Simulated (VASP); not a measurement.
Input:

```xyz
2
Lattice="0.0000 2.8961 2.8961 2.8961 0.0000 2.8961 2.8961 2.8961 0.0000" Properties=species:S:1:pos:R:3 pbc="T T T"
Zn     0.0000     0.0000     0.0000
Se     1.4480     1.4480     1.4480
```

These are revPBE GGA, VASP's PBE PAW potentials (set 64) (plane waves; VASP) values and carry that method's errors. Numerical set-up: 520 eV cut-off, Gaussian smearing of 0.050 eV, potentials Zn Se.

Task: Give the energies of bands 2 to 12 at the high-symmetry points, in eV from the valence-band maximum.

Result: 
```csv
band,Γ,X,U,L,W
2,-6.30,-6.24,-6.21,-6.22,-6.19
3,-6.30,-6.08,-6.12,-6.22,-6.12
4,-6.30,-6.08,-6.04,-5.97,-6.01
5,-5.98,-5.94,-5.96,-5.97,-6.00
6,-5.98,-5.83,-5.76,-5.85,-5.73
7,0.00,-4.44,-4.38,-4.79,-4.35
8,0.00,-1.95,-2.75,-0.77,-2.48
9,0.00,-1.95,-1.60,-0.77,-2.35
10,1.15,3.24,3.71,2.52,5.29
11,5.86,3.52,5.52,6.43,5.58
12,5.86,10.42,8.96,6.43,6.90
```

The gap is direct, 1.15 eV, from the valence maximum at Γ to the conduction minimum at Γ.

Measured: gap 2.87 eV (computed value off by -1.72 eV), as given by Wei Chen et al., Physical Review Materials (2018), doi:10.1103/physrevmaterials.2.073803 [zero-point renormalisation of 0.05 eV added back (the table's ZPR column)].

The compound is ZnSe in the zinc blende structure. It was relaxed first, which changed the volume by +7 %.
